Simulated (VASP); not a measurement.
Given:

```xyz
2
Lattice="0.0000 3.2059 3.2059 3.2059 0.0000 3.2059 3.2059 3.2059 0.0000" Properties=species:S:1:pos:R:3 pbc="T T T"
Na     0.0000     0.0000     0.0000
I      3.2059     3.2059     3.2059
```

The numbers are results of PBE GGA with D3 dispersion (zero damping), VASP's PBE PAW potentials (set 64) (plane waves; VASP), not measurements. Run with 520 eV cut-off, 7×7×7 Γ-centred mesh, Gaussian smearing of 0.050 eV, potentials Na_pv I.

Unless said otherwise, spin-orbit coupling is left out, though it shifts the bands of the heavy elements here.

**Question.** Estimate the energy per atom (σ→0), band gap (on the k-mesh) with the smallest direct gap where there is one.

**Answer.** 
The band gap (on the k-mesh) is 3.72 eV and the smallest direct gap (on the k-mesh) comes out as 3.72 eV. The energy per atom (σ→0) is -2922 meV/atom.

Total energies compare only between runs with the same potentials, cut-off and functional.

The compound is NaI in the rock salt structure. It was relaxed first. The start is the result of an earlier pass.
